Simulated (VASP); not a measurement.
Method: PBE GGA, VASP's PBE PAW potentials (set 64) (plane waves; VASP 6.6.1).

VASP ran on this input.

**INCAR**
```
# general
SYSTEM =FeO
PREC   =Accurate
ENCUT  =400
LREAL  =F
LASPH  =T

# electronic loop
EDIFF  =1E-6
NELM   =100
ALGO   =Normal
LMAXMIX=4

# smearing
ISMEAR =0
SIGMA  =0.2

# functional
GGA    =PE

# spin
ISPIN  =2
MAGMOM =0.0 4.0

# ions
ISIF   =2

# output
LWAVE  =F
LCHARG =F
LORBIT =11
```

### POSCAR
```
FeO
1
    0.0000000000     2.0733660000     2.0733660000
    2.0733660000     0.0000000000     2.0733660000
    2.0733660000     2.0733660000     0.0000000000
O Fe
1 1
Direct
  0.0000000000   0.0000000000   0.0000000000
  0.5000000000   0.5000000000   0.5000000000
```

### KPOINTS
```
Automatic
0
Gamma
 11 11 11
0 0 0
```

POTCAR, in this order: O Fe (PBE.64 set). Program: vasp_std.

Output

### OSZICAR
```
       N       E                     dE             d eps       ncg     rms          rms(c)
DAV:   1     0.566669591557E+02    0.56667E+02   -0.59129E+03  3018   0.109E+03
DAV:   2    -0.138483449975E+02   -0.70515E+02   -0.60902E+02  3077   0.217E+02
DAV:   3    -0.173200942369E+02   -0.34717E+01   -0.33960E+01  3327   0.552E+01
DAV:   4    -0.173466974295E+02   -0.26603E-01   -0.26582E-01  3217   0.469E+00
DAV:   5    -0.173469043502E+02   -0.20692E-03   -0.20692E-03  3312   0.445E-01    0.182E+01
DAV:   6    -0.152273180762E+02    0.21196E+01   -0.17426E+01  3614   0.726E+01    0.182E+01
DAV:   7    -0.148072615961E+02    0.42006E+00   -0.25768E+00  3647   0.393E+01    0.101E+01
DAV:   8    -0.148076183441E+02   -0.35675E-03   -0.13948E-01  3453   0.504E+00    0.622E+00
DAV:   9    -0.147808138578E+02    0.26804E-01   -0.63337E-02  4369   0.506E+00    0.138E+00
DAV:  10    -0.147899227835E+02   -0.91089E-02   -0.82212E-03  3565   0.195E+00    0.622E-01
DAV:  11    -0.147895032250E+02    0.41956E-03   -0.87031E-03  4219   0.191E+00    0.145E-01
DAV:  12    -0.147895454311E+02   -0.42206E-04   -0.67842E-04  3822   0.369E-01    0.372E-02
DAV:  13    -0.147895531614E+02   -0.77302E-05   -0.34191E-05  3206   0.557E-02    0.417E-02
DAV:  14    -0.147895538370E+02   -0.67560E-06   -0.28503E-05  4256   0.880E-02    0.139E-02
DAV:  15    -0.147895525127E+02    0.13243E-05   -0.30624E-06  2397   0.228E-02    0.461E-03
DAV:  16    -0.147895525801E+02   -0.67452E-07   -0.65187E-07  1504   0.948E-03
   1 F= -.14789553E+02 E0= -.14774260E+02  d E =-.305861E-01  mag=     3.9077
```

File OUTCAR:
```
------------------------ aborting loop because EDIFF is reached ----------------------------------------
  FORCE on cell =-STRESS in cart. coord.  units (eV):
  Direction    XX          YY          ZZ          XY          YZ          ZX
  --------------------------------------------------------------------------------------
  Total        2.3167230      2.3167230      2.3167230      0.0000000      0.0000000      0.0000000
  in kB      208.2220832    208.2220832    208.2220832      0.0000000      0.0000000      0.0000000
  external PRESSURE =     208.2220832 kB  Pullay stress =       0.0000000 kB
  volume of cell :       17.83
      direct lattice vectors                 reciprocal lattice vectors
     0.000000000  2.073366000  2.073366000    -0.241153757  0.241153757  0.241153757
     2.073366000  0.000000000  2.073366000     0.241153757 -0.241153757  0.241153757
     2.073366000  2.073366000  0.000000000     0.241153757  0.241153757 -0.241153757
 POSITION                                       TOTAL-FORCE (eV/Angst)
 -----------------------------------------------------------------------------------
      0.00000      0.00000      0.00000        -0.000000     -0.000000      0.000000
      2.07337      2.07337      2.07337         0.000000      0.000000     -0.000000
 -----------------------------------------------------------------------------------
    total drift:                                0.000000     -0.000000      0.000000
  FREE ENERGIE OF THE ION-ELECTRON SYSTEM (eV)
  ---------------------------------------------------
  free  energy   TOTEN  =       -14.7895525801 eV

  energy  without entropy=      -14.7589664514  energy(sigma->0) =      -14.77425952

 total charge

# of ion       s       p       d       tot
------------------------------------------
    1        1.584   3.512   0.000   5.096
    2        0.323   0.445   6.187   6.956
--------------------------------------------------
tot          1.907   3.957   6.187  12.052

 magnetization (x)

# of ion       s       p       d       tot
------------------------------------------
    1        0.035   0.269   0.000   0.304
    2        0.027   0.024   3.483   3.534
--------------------------------------------------
tot          0.062   0.293   3.483   3.838
```
(Selected blocks of OUTCAR.)

At this cut-off the stress carries a Pulay error, which pulls relaxed volumes low. The moments were started parallel, and other spin orders were not tried in this run.

The structure was generated: FeO was put into an ordered model structure, which need not be its known phase. The cell was not relaxed at this level, and its volume differs by -5.9 % from the start's.
